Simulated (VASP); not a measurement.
MgBe, 2 atoms in the cell. The structure is cubic, space group Pm-3m (No. 221). Conventional cell: a = 3.051 Å, b = 3.051 Å, c = 3.051 Å, α = 90.00°, β = 90.00°, γ = 90.00°. Be (site symmetry m-3m) is surrounded by 8 Mg at 2.64 Å. Mg (site symmetry m-3m) has 8 Be at 2.64 Å as nearest neighbours. The cell was built by a generator and needn't be a form met in nature.

* Program: VASP 6.6.1
* Task: relaxation of cell and atoms
* Functional: PBE
* Potentials or basis: VASP PAW PBE potentials, release 64 (Be, Mg)
* Cutoff: 600 eV
* k mesh: 6 × 6 × 6
* Occupations: fermi-dirac, width 0.1 eV
* Spin: no spin polarisation
* Dipole correction: no
* Further INCAR settings: ALGO = Normal; EDIFF = 1e-06; IBRION = 2; EDIFFG = -0.01; NSW = 60; ISIF = 3

Potentials or basis: VASP PAW PBE potentials, release 64 (Be, Mg).

Command:

```sh
$ cat potpaw_PBE.64/Be/POTCAR potpaw_PBE.64/Mg/POTCAR > POTCAR
$ mpirun -np 1 vasp_std > vasp.out
```

Hardware: 1 thread of AMD EPYC 9R45 (Zen 5), with other jobs on the host.

Estimate the wall time of this run.

Run time: 4.7 s on 1 thread of AMD EPYC 9R45 (Zen 5) (shared host), peak memory 0.11 GiB. Counts: scf iterations 18, k points 20, ion steps 3.
